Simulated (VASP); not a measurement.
# NaMg3O4 (Pm-3m) in VASP: settings compared

One crystal, NaMg3O4, is run at these levels: PBEsol+D3, PW91+D3(BJ); tasks: band structure, optical spectrum.

Program: VASP 6.6.1. These are calculated values, not measurements. Logs are shortened: lines on timing, memory, paths and dates and some standing lists are left out, and cuts for length are marked.

## (1) The undisturbed crystal

It takes space group Pm-3m (No. 221, cubic). The conventional cell has a = 4.354 Å, b = 4.354 Å, c = 4.354 Å, α = 90.00°, β = 90.00°, γ = 90.00°. Around Mg (site symmetry 4/mmm) lie 6 O at 2.18 Å. Around Na (site symmetry m-3m) lie 6 O at 2.18 Å. O (site symmetry 4/mmm) is surrounded by 4 Mg at 2.18 Å and 2 Na at 2.18 Å. O (site symmetry m-3m) is surrounded by 6 Mg at 2.18 Å.

The cell comes from a database or a generator and needn't be the stable form of this composition.

## (2) Band structure, PBEsol+D3 (volume scaled by 0.92)

Input file run.py:

```python
from ase.calculators.vasp import Vasp
from ase.dft.bandgap import bandgap
from ase.spacegroup import crystal

atoms = crystal(
    ['Mg', 'Na', 'O', 'O'],
    basis=[[0.5, 0.5, 0.0], [0.0, 0.0, 0.0], [0.0, 0.5, 0.0], [0.5, 0.5, 0.5]],
    spacegroup=221,
    setting=1,
    cellpar=[4.23441215, 4.23441215, 4.23441215, 90.0, 90.0, 90.0],
    primitive_cell=True,
)
calc = Vasp(
    directory='calc',
    xc='pbesol',
    pp='PBE',
    setups={'base': 'minimal', 'Mg': '_GW', 'Na': '_sv_GW', 'O': '_GW'},
    prec='Medium',
    encut=550,
    ediff=0.001,
    ismear=0,
    sigma=0.1,
    lreal=False,
    lasph=True,
    nelm=100,
    algo='Fast',
    isif=2,
    lwave=False,
    lcharg=True,
    ivdw=11,
    kpts=[6, 6, 6],
    gamma=True,
    nbands=24,
)
atoms.calc = calc

print('energy (eV):', atoms.get_potential_energy())
print('free energy (eV):', atoms.get_potential_energy(force_consistent=True))
efermi = calc.get_fermi_level()
print('Fermi level (eV):', efermi)
path = atoms.cell.bandpath(npoints=40, eps=1e-4)
print('path:', path.path)
calc.set(kpts=path.kpts, reciprocal=True, icharg=11, isym=0, lcharg=False)
calc.calculate(atoms)
print('gap on the path (eV):', bandgap(calc, efermi=efermi)[0])
print('direct gap on the path (eV):', bandgap(calc, efermi=efermi, direct=True)[0])
```

Potentials or basis: VASP PAW PBE potentials, release 64 (Mg_GW, Na_sv_GW, O_GW).

Run with:

```sh
$ python run.py
```

What it wrote:

```text
energy (eV): -48.173913340000006
free energy (eV): -48.19468667
Fermi level (eV): 2.37613131
path: GXMGRX,MR
gap on the path (eV): 0.0
direct gap on the path (eV): 0.0
```

OUTCAR:

```text
ENCUT = 550.000000
   EDIFF = 1.00e-03
   GGA = PS
   PREC = Medium
   ICHARG = 11
   ISIF = 2
   ISMEAR = 0
   ISYM = 0
   NELM = 100
   IVDW = 11
   LASPH = .TRUE.
   LREAL = .FALSE.
 IVDW          = 11

 ion  position               nearest neighbor table
   1  0.500  0.500  0.000-   5 2.12   7 2.12   8 2.12   8 2.12   7 2.12   5 2.12
   2  0.000  0.500  0.500-   5 2.12   6 2.12   8 2.12   5 2.12   6 2.12   8 2.12
   3  0.500  0.000  0.500-   6 2.12   7 2.12   8 2.12   7 2.12   8 2.12   6 2.12
   4  0.000  0.000  0.000-   5 2.12   6 2.12   7 2.12   6 2.12   5 2.12   7 2.12
   5  0.000  0.500  0.000-   1 2.12   2 2.12   4 2.12   2 2.12   4 2.12   1 2.12
   6  0.000  0.000  0.500-   2 2.12   3 2.12   4 2.12   4 2.12   2 2.12   3 2.12
   7  0.500  0.000  0.000-   1 2.12   3 2.12   4 2.12   3 2.12   1 2.12   4 2.12
   8  0.500  0.500  0.500-   1 2.12   2 2.12   3 2.12   1 2.12   3 2.12   2 2.12

IMPORTANT INFORMATION: All symmetrisations will be switched off!
NOSYMM: (Re-)initialisation of all symmetry stuff for point group C_1.

----------------------------------------------------------------------------------------

                                     Primitive cell

  volume of cell :      75.9241

  direct lattice vectors                    reciprocal lattice vectors
     4.234412150  0.000000000  0.000000000     0.236160290  0.000000000  0.000000000
     0.000000000  4.234412150  0.000000000     0.000000000  0.236160290  0.000000000
     0.000000000  0.000000000  4.234412150     0.000000000  0.000000000  0.236160290

  length of vectors
     4.234412150  4.234412150  4.234412150     0.236160290  0.236160290  0.236160290

  position of ions in fractional coordinates (direct lattice)
     0.500000000  0.500000000  0.000000000
     0.000000000  0.500000000  0.500000000
     0.500000000  0.000000000  0.500000000
     0.000000000  0.000000000  0.000000000
     0.000000000  0.500000000  0.000000000
     0.000000000  0.000000000  0.500000000
     0.500000000  0.000000000  0.000000000
     0.500000000  0.500000000  0.500000000

  ion indices of the primitive-cell ions
   primitive index   ion index
                 1           1
                 2           2
                 3           3
                 4           4
                 5           5
                 6           6
                 7           7
                 8           8

----------------------------------------------------------------------------------------

 KPOINTS: KPOINTS created by Atomic Simulation Env

Read explicit list of k-points.

 Found     40 k-points:

 Following reciprocal coordinates:
            Coordinates               Weight
  0.000000  0.000000  0.000000      0.025000
  0.000000  0.125000  0.000000      0.025000
  0.000000  0.250000  0.000000      0.025000
  0.000000  0.375000  0.000000      0.025000
  0.000000  0.500000  0.000000      0.025000
  0.125000  0.500000  0.000000      0.025000
[... 16 lines left out ...]
  0.388889  0.388889  0.388889      0.025000
  0.444444  0.444444  0.444444      0.025000
 [... further k-points ...]
   k-points           NKPTS =     40   k-points in BZ     NKDIM =     40   number of bands    NBANDS=     24
   number of dos      NEDOS =    301   number of ions     NIONS =      8
   total plane-waves  NPLWV =  13824
   dimension x,y,z NGX =    24 NGY =   24 NGZ =   24
   dimension x,y,z NGXF=    36 NGYF=   36 NGZF=   36
   ions per type =               3   1   4
   NGX,Y,Z   is equivalent  to a cutoff of   9.42,  9.42,  9.42 a.u.
   NGXF,Y,Z  is equivalent  to a cutoff of  14.13, 14.13, 14.13 a.u.
 SYSTEM =  unknown system
   PREC   = medium    normal or accurate (medium, high low for compatibility)
   ISTART =      0    job   : 0-new  1-cont  2-samecut
   ICHARG =     11    charge: 1-file 2-atom 10-const
   ISPIN  =      1    spin polarized calculation?
   LNONCOLLINEAR =      F non collinear calculations
   LSORBIT =      F    spin-orbit coupling
   LASPH  =      T    aspherical Exc in radial PAW
   ENCUT  =  550.0 eV  40.42 Ry    6.36 a.u.   8.10  8.10  8.10*2*pi/ulx,y,z
   NELM   =    100;   NELMIN=  2; NELMDL=  0     # of ELM steps
   EDIFF  = 0.1E-02   stopping-criterion for ELM
   LREAL  =      F    real-space projection
   EDIFFG = 0.1E-01   stopping-criterion for IOM
   NSW    =      0    number of steps for IOM
   IBRION =     -1    ionic relax: 0-MD 1-quasi-New 2-CG
   NFREE  =      0    steps in history (QN), initial steepest desc. (CG)
   ISIF   =      2    stress and relaxation
   ISYM   =      0    0-nonsym 1-usesym 2-fastsym
   POTIM  = 0.5000    time-step for ionic-motion
   TEBEG  =    0.0;   TEEND  =   0.0 temperature during run
   PSTRESS=    0.0 pullay stress
   NELECT =      39.0000    total number of electrons
   NUPDOWN=      -1.0000    fix difference up-down
   EMIN   =  10.00;   EMAX   =-10.00  energy-range for DOS
   EFERMI =   0.00;   METHOD = LEGACY
   ISMEAR =     0;   SIGMA  =   0.10  broadening in eV -4-tet -1-fermi 0-gaus
   EFERMI_NEDOS =   21; number of points for ismear=-14 and -15
   IALGO  =     68    algorithm
   IMIX   =      4    mixing-type and parameters
     AMIX     =   0.40;   BMIX     =  1.00
     AMIX_MAG =   1.60;   BMIX_MAG =  1.00
  volume/ion in A,a.u.               =       9.49        64.05
  Fermi-wavevector in a.u.,A,eV,Ry     =   1.311102  2.477624 23.388268  1.718989
  Thomas-Fermi vector in A             =   2.441587
   LORBIT       =      0    0 simple, 1 ext, 2 COOP (PROOUT), +10 PAW based schemes
   GGA     = PS    functional components
   LHFCALC =     F    Hartree Fock is set to
   AEXX    =    0.0000 exact exchange contribution
   IVDW    =    11    specifies the selected vdW correction
   LEPSILON=     F    determine dielectric tensor
   LRPA    =     F    only Hartree local field effects (RPA)
 non-spin polarized calculation
 RMM-DIIS sequential band-by-band and
 Gauss-broadening in eV      SIGMA  =   0.10
  energy-cutoff  :      550.00
  volume of cell :       75.92
 maximum number of plane-waves:      2272

 number of electron      39.0000325 magnetization

 Free energy of the ion-electron system (eV)
  ---------------------------------------------------
  ext. energy  EPLUGINS =         0.00000000
  ---------------------------------------------------
  free energy    TOTEN  =       -46.26018928 eV

  energy without entropy =      -46.24063980  energy(sigma->0) =      -46.25041454

 E-fermi :   2.4643     XC(G=0): -11.2428

 val. band max:        2.4587875886   @ k =   0.0000   0.2500   0.0000
 cond. band min:       2.4652220449   @ k =   0.0556   0.0556   0.0556
 fundamental gap:      0.0064344563
 Fermi energy:         2.4643146196

 k-point     1 :       0.0000    0.0000    0.0000
  band No.  band energies     occupation
      1     -44.8157      2.00000
      2     -17.0410      2.00000
      3     -17.0410      2.00000
      4     -17.0410      2.00000
      5     -14.5272      2.00000
      6     -13.1993      2.00000
[... 16 lines left out ...]
     23      12.0039      0.00000
     24      12.0792      0.00000

 k-point     2 :       0.0000    0.1250    0.0000
  band No.  band energies     occupation
      1     -44.8157      2.00000
      2     -17.0716      2.00000
      3     -17.0408      2.00000
      4     -17.0408      2.00000
      5     -14.4652      2.00000
      6     -13.2189      2.00000
[... 16 lines left out ...]
     23      12.2047      0.00000
     24      12.2626      0.00000
[... 565 lines left out ...]
     23      11.4681      0.00000
     24      11.4701      0.00000

 k-point    24 :       0.4444    0.4444    0.4444
  band No.  band energies     occupation
      1     -44.8147      2.00000
      2     -17.2114      2.00000
      3     -17.2103      2.00000
      4     -17.2103      2.00000
      5     -13.6359      2.00000
      6     -12.9650      2.00000
[... 16 lines left out ...]
     23      11.1340      0.00000
     24      11.1346      0.00000

 [... further k-points ...]

------------------------ aborting loop because EDIFF is reached ----------------------------------------

 Edisp (eV)   -1.50116

 E8    (eV) :    -0.8594

  FORCE on cell =-STRESS in cart. coord.  units (eV):
  Direction    XX          YY          ZZ          XY          YZ          ZX
  --------------------------------------------------------------------------------------
  -------------------------------------------------------------------------------------
  Total       3.51504    -1.48506     6.66105    -0.46819    -0.26257    -0.55057
  in kB      74.17569   -31.33832   140.56400    -9.87996    -5.54094   -11.61827
  external pressure =       61.13 kB  Pullay stress =        0.00 kB

 VOLUME and BASIS-vectors are now :
 -----------------------------------------------------------------------------
  energy-cutoff  :      550.00
  volume of cell :       75.92
      direct lattice vectors                 reciprocal lattice vectors
     4.234412150  0.000000000  0.000000000     0.236160290  0.000000000  0.000000000
     0.000000000  4.234412150  0.000000000     0.000000000  0.236160290  0.000000000
     0.000000000  0.000000000  4.234412150     0.000000000  0.000000000  0.236160290

 POSITION                                       TOTAL-FORCE (eV/Angst)
 -----------------------------------------------------------------------------------
      2.11721      2.11721      0.00000        -0.000770      0.000037     -0.000507
      0.00000      2.11721      2.11721        -0.000500     -0.000001     -0.000077
      2.11721      0.00000      2.11721        -0.000116      0.000091     -0.000075
      0.00000      0.00000      0.00000        -0.000146      0.000397     -0.000583
      0.00000      2.11721      0.00000         0.001919      0.000053     -0.000222
      0.00000      0.00000      2.11721        -0.000715      0.000158      0.000523
      2.11721      0.00000      0.00000        -0.000545      0.000326     -0.000614
      2.11721      2.11721      2.11721         0.000872     -0.001061      0.001553
 -----------------------------------------------------------------------------------
    total drift:                                0.003616     -0.000404      0.002168

  FREE ENERGIE OF THE ION-ELECTRON SYSTEM (eV)
  ---------------------------------------------------
  free  energy   TOTEN  =       -47.7613526023 eV

  energy  without entropy=      -47.7418031191  energy(sigma->0) =      -47.75157786
```

INCAR:

```text
ENCUT = 550.000000
SIGMA = 0.100000
EDIFF = 1.00e-03
ALGO = Fast
GGA = PS
PREC = Medium
ICHARG = 11
ISIF = 2
ISMEAR = 0
ISYM = 0
NBANDS = 24
NELM = 100
IVDW = 11
LASPH = .TRUE.
LCHARG = .FALSE.
LWAVE = .FALSE.
LREAL = .FALSE.
```

It took 30 s on 1 thread of Intel Xeon Platinum 8488C (Sapphire Rapids), shared host; peak memory 0.19 GiB.

The run converged, but some of its settings lie outside the range that counts as converged (typed here: PREC = Medium; EDIFF = 0.001; NBANDS = 24), so its numbers aren't taken as properties of the crystal.

What came out:

```yaml
Band_gap_along_the_path: none (metal or under the smearing width)
Dispersion_energy_per_atom: -0.188 eV
```

Caveat: the log is that of the step along the path at fixed density, whose energy, stress, charges and moments have no meaning; the PAW data sets were made with another functional, which shifts forces and pressure a little; an odd number of electrons without spin polarisation forces a metal; a magnetic or distorted state may lie lower; pairwise dispersion overbinds metals, which lowers pressure and volume.

## (3) Optical spectrum, PW91+D3(BJ) (atoms moved at random, drawn with an rms of 0.02 Å)

Input file INCAR:

```
PREC     = Accurate       # precision mode
ENCUT    = 520            # plane-wave cutoff, eV
EDIFF    = 1E-7           # SCF threshold, eV
ISMEAR   = 0              # smearing method
SIGMA    = 0.1            # smearing width, eV
LREAL    = False          # projectors in reciprocal space
LASPH    = True           # aspherical terms in the spheres
NELM     = 80             # most SCF steps
ALGO     = Fast           # electronic algorithm
ISIF     = 2              # what is computed and relaxed
LWAVE    = False          # write WAVECAR
LCHARG   = False          # write CHGCAR
GGA      = 91             # functional
IVDW     = 12             # dispersion correction
VDW_S6   = 1.0          
VDW_S8   = 1.9598       
VDW_A1   = 0.6319       
VDW_A2   = 4.5718       
LOPTICS  = True           # frequency-dependent dielectric function
NBANDS   = 66             # bands
NEDOS    = 2000           # points of the DOS
CSHIFT   = 0.05
```

Input file KPOINTS:

```
regular mesh
0
Gamma
  6 6 6
```

Input file POSCAR:

```
NaMg3O4
1.0
    4.3537536500      0.0000000000      0.0000000000
    0.0000000000      4.3537536500      0.0000000000
    0.0000000000      0.0000000000      4.3537536500
Mg Na O
3 1 4
Direct
    0.4978220000      0.5001310000      0.0057330000
    0.4986920000     -0.0039320000      0.5015060000
    0.0061830000      0.4984090000      0.4925150000
   -0.0013170000     -0.0023780000      0.0034980000
   -0.0010470000      0.5048470000      0.0012680000
    0.0011910000      0.0033660000      0.5015550000
    0.4976540000      0.4972590000      0.5043820000
    0.5008910000      0.0013060000     -0.0027160000
```

Potentials or basis: VASP PAW PBE potentials, release 54 (Mg, Na_pv, O).

Run with:

```sh
$ cat potpaw_PBE.54/Mg/POTCAR potpaw_PBE.54/Na_pv/POTCAR potpaw_PBE.54/O/POTCAR > POTCAR
$ mpirun -np 1 vasp_std > vasp.out
```

OUTCAR:

```text
PREC = Accurate
   ENCUT = 520
   EDIFF = 1E-7
   ISMEAR = 0
   LREAL = False
   LASPH = True
   NELM = 80
   ISIF = 2
   GGA = 91
   IVDW = 12
 IVDW          = 12

 ion  position               nearest neighbor table
   1  0.498  0.500  0.006-   7 2.17   8 2.17   5 2.17   5 2.18   8 2.18   7 2.18   3 3.01   2 3.05
                             3 3.06   4 3.07   4 3.07   2 3.08   2 3.08   4 3.08   4 3.09   3 3.09
[... 1170 lines left out ...]
     2.79525     1.95643     1.95717     1.95892    -0.00083    -0.00392     0.00166
     3.49406     2.31831     2.31911     2.32055    -0.00023    -0.00154     0.00023
[... 92 lines left out ...]
    68.48350     0.91014     0.91018     0.91014    -0.00003    -0.00004     0.00001
    69.18232     0.91231     0.91235     0.91231    -0.00003    -0.00004     0.00001

  frequency dependent IMAGINARY DIELECTRIC FUNCTION (independent particle, no local field effects) current-current
     E(ev)      X         Y         Z        XY        YZ        ZX
  --------------------------------------------------------------------------------------------------------------
     0.00000    99.34503    99.74697   101.53895    -1.01614     3.54478    -0.91514
     0.69881    11.41046    11.42237    11.34572     0.04067    -0.01192    -0.10265
     1.39762     2.00667     2.01304     2.00585    -0.00569     0.02225    -0.02988
     2.09643     0.89854     0.89960     0.89864     0.00211    -0.00131     0.00155
     2.79525     0.22220     0.22293     0.22330    -0.00133    -0.00230     0.00255
     3.49406     0.09410     0.09376     0.09373    -0.00072    -0.00017    -0.00039
[... 92 lines left out ...]
    68.48350     0.00003     0.00003     0.00003     0.00000     0.00001     0.00001
    69.18232     0.00003     0.00003     0.00003     0.00000     0.00001     0.00001

  frequency dependent      REAL DIELECTRIC FUNCTION (independent particle, no local field effects) current-current
     E(ev)        X           Y           Z          XY          YZ          ZX
  --------------------------------------------------------------------------------------------------------------
     0.00000    23.52640    23.27231    23.16647    -0.00986     0.06983    -0.14082
     0.69881    -6.08482    -6.09143    -6.08847     0.02607    -0.05617    -0.00653
     1.39762     0.55082     0.54868     0.55619    -0.00254    -0.02573     0.02650
     2.09643     1.11667     1.11703     1.11927    -0.00043    -0.02069     0.01349
     2.79525     2.03788     2.03806     2.03914    -0.00146    -0.00281     0.00107
     3.49406     2.37370     2.37418     2.37521    -0.00065    -0.00090    -0.00003
[... 92 lines left out ...]
    68.48350     0.91028     0.91032     0.91028    -0.00003    -0.00004     0.00001
    69.18232     0.91245     0.91249     0.91245    -0.00003    -0.00004     0.00001
```

It took 9.4 min on 1 thread of Intel Xeon Platinum 8488C (Sapphire Rapids), shared host; peak memory 0.87 GiB.

Results:

| Quantity | Value |
| --- | --- |
| Free energy | -44.4359 eV |
| Pressure | -4.5 GPa |
| Largest force | 0.405 eV/Å |
| Band gap on the k mesh | none (metal or under the smearing width) |
| Dispersion energy per atom | -0.179 eV |

Forces in eV/Å, atoms in the order of the input:
```
Mg   0.101 -0.042 -0.243
Mg   0.090  0.130  0.084
Mg  -0.232  0.012  0.332
Na   0.047  0.250 -0.161
O    0.036 -0.293  0.041
O   -0.013 -0.118 -0.038
O    0.080  0.121 -0.197
O   -0.108 -0.061  0.181
```

Levels at points of the mesh, in eV from the Fermi level:
| k point | band 16 | band 17 | band 18 | band 19 | band 20 | band 21 | band 22 | band 23 |
| --- | --- | --- | --- | --- | --- | --- | --- | --- |
| (0.00, 0.00, 0.00) | -0.81 | 0.22 | 0.22 | 0.22 | 4.46 | 9.12 | 9.12 | 9.69 |
| (0.50, 0.00, 0.00) | -0.66 | -0.65 | -0.15 | -0.15 | 7.29 | 7.95 | 11.04 | 11.12 |
| (0.00, 0.50, 0.00) | -0.66 | -0.66 | -0.15 | -0.15 | 7.29 | 7.95 | 11.04 | 11.15 |
| (0.00, 0.00, 0.50) | -0.66 | -0.65 | -0.15 | -0.15 | 7.28 | 7.96 | 11.10 | 11.13 |
| (0.50, 0.50, 0.00) | -0.55 | -0.55 | -0.49 | -0.04 | 8.71 | 9.22 | 9.27 | 9.38 |
| (0.00, 0.50, 0.50) | -0.55 | -0.55 | -0.49 | -0.04 | 8.69 | 9.16 | 9.29 | 9.45 |
| (0.50, 0.00, 0.50) | -0.56 | -0.55 | -0.49 | -0.04 | 8.69 | 9.22 | 9.30 | 9.38 |
| (0.50, 0.50, 0.50) | -0.49 | -0.49 | -0.04 | -0.04 | 7.49 | 8.27 | 8.28 | 8.28 |

Dielectric function (mean over the directions given):
| energy (eV) | real part | imaginary part |
| --- | --- | --- |
| 0.28 | 12.77 | 28.32 |
| 0.91 | -4.47 | 6.37 |
| 1.61 | -0.10 | 1.66 |
| 2.31 | 1.23 | 0.23 |
| 2.94 | 2.03 | 0.19 |
| 3.63 | 2.41 | 0.04 |
| 4.33 | 2.79 | 0.03 |
| 5.03 | 3.26 | 0.12 |
| 5.66 | 3.55 | 0.20 |
| 6.36 | 4.07 | 0.75 |
| 7.06 | 3.87 | 0.61 |
| 7.69 | 3.87 | 1.10 |
| 8.39 | 3.86 | 3.62 |
| 9.08 | 2.30 | 2.57 |
| 9.78 | 3.14 | 3.00 |
| 10.41 | 3.18 | 3.20 |
| 11.11 | 2.25 | 3.91 |
| 11.81 | 1.16 | 3.09 |
| 12.51 | 0.85 | 2.94 |
| 13.14 | 0.81 | 2.59 |
| 13.84 | 1.03 | 2.00 |
| 14.54 | 0.40 | 2.90 |
| 15.16 | 0.54 | 1.92 |
| 15.86 | 0.38 | 1.58 |
| 16.56 | 0.43 | 2.72 |
| 17.26 | -0.67 | 1.61 |
| 17.89 | -0.17 | 0.96 |
| 18.59 | -0.08 | 0.99 |
| 19.29 | -0.21 | 0.68 |
| 19.99 | -0.20 | 0.62 |

Caveat: spectra need much finer meshes, so this one isn't converged; independent-particle spectra lack excitons; the intraband (Drude) part of a metal's response may be missing; the PAW data sets were made with another functional, which shifts forces and pressure a little; an odd number of electrons without spin polarisation forces a metal; a magnetic or distorted state may lie lower; pairwise dispersion overbinds metals, which lowers pressure and volume.
